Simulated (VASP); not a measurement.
Cu:

```
CELL_PARAMETERS angstrom
0.00000 1.80750 1.80750
1.80750 0.00000 1.80750
1.80750 1.80750 0.00000
ATOMIC_POSITIONS crystal
Cu 0.00000 0.00000 0.00000
```

* Program: VASP 6.6.1
* Task: relaxation of cell and atoms
* Functional: r2SCAN
* Potentials or basis: VASP PAW PBE potentials, release 64 (Cu)
* Cutoff: 600 eV
* k mesh: 18 × 18 × 18
* Occupations: methfessel-paxton, width 0.1 eV
* Spin: no spin polarisation

At the start: pressure -4.1 GPa; volume 11.81 Å³/atom.

Q: Where does the relaxation end?

A: Over 3 steps the energy falls by 4.0 meV/atom and the volume is 11.50 Å³/atom (-2.6 %); space group Fm-3m (No. 225, to 0.05 Å).

Step by step:
| step | energy change (eV) | largest force (eV/Å) | pressure (GPa) | volume (Å³) |
| --- | --- | --- | --- | --- |
| 1 | 0.0000 | 0.0000 | -4.11 | 11.81 |
| 2 | -0.0024 | 0.0000 | 2.80 | 11.30 |
| 3 | -0.0040 | 0.0000 | -0.09 | 11.50 |

Final structure:
```
CELL_PARAMETERS angstrom
0.00000 1.79143 1.79143
1.79143 0.00000 1.79143
1.79143 1.79143 0.00000
ATOMIC_POSITIONS crystal
Cu 0.00000 0.00000 0.00000
```

Caveat: the PAW data sets were made with another functional, which shifts forces and pressure a little.
